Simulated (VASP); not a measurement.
Wanted: the native input for a VASP 6.6.1 run.

```yaml
Task: single point
Functional: PBE
Potentials_or_basis: VASP PAW PBE potentials, release 64 (I, Ce, Bi_d)
Cutoff: 520 eV
k_mesh: 3 × 3 × 3, shifted
Occupations: fermi-dirac, width 0.1 eV
Spin: no spin polarisation
Dipole_correction: no
Further_INCAR_settings: ALGO = Fast; EDIFF = 1e-06; NBANDS = 40
```

The structure of CeBi2I3 lies in POSCAR:

```
CeBi2I3
1.0
    5.9837150000      0.9511360000      0.1040960000
   -0.8345660000      6.5474000000     -1.1103700000
    0.4781670000      0.0865420000      6.8991280000
I Ce Bi
3 1 2
Direct
    0.5754790000      0.4943640000      0.7422470000
    0.0361420000      0.1725330000      0.7710370000
    0.0843140000      0.6405430000      0.5933700000
    0.5828990000      0.9489700000      0.4512970000
    0.1219610000      0.8252210000      0.0877100000
    0.3322330000      0.3490670000      0.1661920000
```

The cell was built by a generator and needn't be a form met in nature.

The input as run:

INCAR

```
SYSTEM = CeBi2I3
ALGO = Fast ; EDIFF = 1E-6
ENCUT = 520 ; GGA = PE
ISIF = 2 ; ISMEAR = -1
LASPH = .True. ; LCHARG = .False.
LREAL = .False. ; LWAVE = .False.
NBANDS = 40 ; NELM = 100
PREC = Accurate ; SIGMA = 0.1
```

KPOINTS

```
Automatic mesh
0
Gamma
  3 3 3
  0 0.5 0.5
```

Potentials or basis: VASP PAW PBE potentials, release 64 (I, Ce, Bi_d).

Command:

```bash
$ cat potpaw_PBE.64/I/POTCAR potpaw_PBE.64/Ce/POTCAR potpaw_PBE.64/Bi_d/POTCAR > POTCAR
$ mpirun -np 1 vasp_std > vasp.out
```

It gave:

```yaml
Pressure: -2.9 GPa
Largest_force: 1.710 eV/Å
Band_gap_on_the_k_mesh: none (metal or under the smearing width)
```

Caveat: spin-orbit coupling is left out, which moves the levels of the heavy elements; an odd number of electrons without spin polarisation forces a metal; a magnetic or distorted state may lie lower; the run has no spin polarisation, though such a crystal can be magnetic; without U or exact exchange the open f shell lies at the Fermi level, which spoils levels, moments and volumes.

It took 10 min on 1 thread of Intel(R) Xeon(R) Platinum 8259CL CPU @ 2.50GHz (Skylake/Cascade Lake), on a shared host, peak memory 0.45 GiB.
